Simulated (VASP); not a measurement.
Computed with LDA (Ceperley-Alder, Perdew-Zunger), VASP's LDA PAW potentials (set 64) (plane waves; VASP 6.6.1).

The input files of a VASP run:

### INCAR
```
SYSTEM = Os
PREC = Accurate; ENCUT = 300; LREAL = .FALSE.
LASPH = .TRUE.
EDIFF = 1E-6; NELM = 100; ALGO = Normal
LMAXMIX = 6
ISMEAR = 0; SIGMA = 0.1
ISIF = 2
LWAVE = .FALSE.; LCHARG = .FALSE.
```

File KPOINTS:
```
Automatic mesh
0
Gamma
9 9 3
0 0 0
```

### POSCAR
```
Os
1
    2.7545900000     0.0000000000     0.0000000000
   -1.3772950000     2.3855450000     0.0000000000
    0.0000000000     0.0000000000     8.8629110000
Os
4
Direct
  0.0000000000   0.0000000000   0.0000000000
  0.0000000000   0.0000000000   0.5000000000
  0.3333330000   0.6666670000   0.2500000000
  0.6666670000   0.3333330000   0.7500000000
```

POTCAR, in this order: Os (LDA.64 set). Program: vasp_std.

At this cut-off the stress carries a Pulay error, which pulls relaxed volumes low. Unless said otherwise, spin-orbit coupling is left out, though it shifts the bands of the heavy elements here.

Q: Predict the energy per atom (σ→0), pressure, band gap (on the k-mesh).

A: 
```json
{
  "energy per atom (σ→0)": "-12.459 eV/atom",
  "band gap (on the k-mesh)": "none (metal, semimetal or under 0.01 eV)",
  "pressure": "-24.39 GPa"
}
```

**OSZICAR**
```
...
DAV:   8    -0.498604620450E+02    0.11598E-01   -0.10478E-01  1504   0.257E+00    0.817E-01
DAV:   9    -0.498484872377E+02    0.11975E-01   -0.20842E-02  1460   0.120E+00    0.207E-01
DAV:  10    -0.498482935485E+02    0.19369E-03   -0.17346E-03  1044   0.369E-01    0.709E-02
DAV:  11    -0.498482696230E+02    0.23925E-04   -0.13689E-04  1536   0.748E-02    0.599E-02
DAV:  12    -0.498482642118E+02    0.54112E-05   -0.21432E-05  1108   0.478E-02    0.334E-02
DAV:  13    -0.498482630390E+02    0.11728E-05   -0.22854E-06   676   0.112E-02    0.780E-03
DAV:  14    -0.498482631451E+02   -0.10609E-06   -0.47380E-07   596   0.601E-03
   1 F= -.49848263E+02 E0= -.49837527E+02  d E =-.214718E-01
```

The structure was generated: Os was put into an ordered model structure, which need not be its known phase. The cell was not relaxed at this level. The run is one of a series of settings (GGA removed, POTCAR Os (LDA.64 set) against the base run), some of them coarse on purpose. VASP warned that the highest band is occupied, so more bands are needed.
